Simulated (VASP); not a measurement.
Consider the following.

```yaml
crystal:
  lattice:
    - [0.00000, 3.12517, 3.12517]
    - [3.12517, 0.00000, 3.12517]
    - [3.12517, 3.12517, 0.00000]
  atoms:
    - { symbol: Mg, position: [0.25000, 0.25000, 0.25000] }
    - { symbol: Mg, position: [0.75000, 0.75000, 0.75000] }
    - { symbol: Si, position: [0.00000, 0.00000, 0.00000] }
```

Computed with LDA (Ceperley-Alder, Perdew-Zunger), VASP's LDA PAW potentials (set 64) (plane waves; VASP). Settings: 500 eV cut-off, 6×6×6 Γ-centred mesh, Gaussian smearing of 0.050 eV, potentials Mg Si.

Q: What does the run give for the energy per atom (σ→0), band gap (on the k-mesh) with the smallest direct gap where there is one?

A: 
```yaml
band gap (on the k-mesh): 0.10 eV
smallest direct gap (on the k-mesh): 2.03 eV
energy per atom (σ→0): -3.370 eV/atom
```

Total energies compare only between runs with the same potentials, cut-off and functional.

The compound is Mg2Si in the antifluorite structure. It was relaxed first.
